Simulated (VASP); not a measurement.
Consider the following.

```
Mg2Ge
1.0
    0.00000     3.18641     3.18641
    3.18641     0.00000     3.18641
    3.18641     3.18641     0.00000
Mg Ge
2 1
Direct
  0.25000   0.25000   0.25000
  0.75000   0.75000   0.75000
  0.00000   0.00000   0.00000
```

The numbers are results of optB86b-vdW, VASP's PBE PAW potentials (set 64) (plane waves; VASP 6.6.1), not measurements. Run with 520 eV cut-off, Gaussian smearing of 0.050 eV, potentials Mg Ge_d.

Task: Give the energies of bands 7 to 12 at the high-symmetry points, in eV from the valence-band maximum.

Result: 
| band | Γ | X | U | L | W |
|---|---|---|---|---|---|
| 7 | 0.00 | -4.50 | -4.07 | -4.83 | -3.65 |
| 8 | 0.00 | -2.00 | -3.48 | -0.73 | -3.65 |
| 9 | 0.00 | -2.00 | -1.67 | -0.73 | -2.68 |
| 10 | 1.10 | 0.19 | 0.77 | 1.07 | 2.82 |
| 11 | 2.88 | 0.62 | 3.18 | 2.81 | 3.79 |
| 12 | 2.88 | 7.95 | 6.11 | 2.81 | 3.84 |

The gap is indirect, 0.19 eV, from the valence maximum at Γ to the conduction minimum at X.

Measured: gap 0.74 eV (computed value off by -0.55 eV), as given by Byungki Ryu et al., Journal of the Korean Physical Society (2019), arXiv:1905.06140.

The compound is Mg2Ge in the antifluorite structure. It was relaxed first.
